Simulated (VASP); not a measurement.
Here is a VASP 6.6.1 calculation.

INCAR

```
ALGO = Normal
EDIFF = 1E-6
EDIFFG = -0.01
ENCUT = 600
GGA = PS
IBRION = 2
ISIF = 3
ISMEAR = 1
LASPH = T
LCHARG = F
LREAL = F
LWAVE = F
NELM = 80
NSW = 90
PREC = Accurate
SIGMA = 0.1
```

Contents of KPOINTS:

```
k-points
0
Gamma
  18 18 18
```

The input POSCAR:

```
Au
1.0
    0.0000000000      2.0350000000      2.0350000000
    2.0350000000      0.0000000000      2.0350000000
    2.0350000000      2.0350000000      0.0000000000
Au
1
Direct
    0.0000000000      0.0000000000      0.0000000000
```

Potentials or basis: VASP PAW PBE potentials, release 64 (Au).

The run is started by

```bash
$ cat potpaw_PBE.64/Au/POTCAR > POTCAR
$ mpirun -np 1 vasp_std > vasp.out
```

Question: Estimate the band gap on the k mesh.

Answer: None (metal or under the smearing width).

Question: What does it give for the space group after relaxing (to 0.05 Å)?

Answer: Fm-3m (No. 225).

Question: Predict the relaxed cell.

Answer: a = 2.887 Å, b = 2.887 Å, c = 2.887 Å, α = 60.00°, β = 60.00°, γ = 60.00°.

Final structure:
```xyz
1
Lattice="0.0000 2.0411 2.0411 2.0411 0.0000 2.0411 2.0411 2.0411 0.0000" Properties=species:S:1:pos:R:3 pbc="T T T"
Au    0.0000    0.0000    0.0000
```

 Zero-point motion and thermal expansion aren't in these numbers.
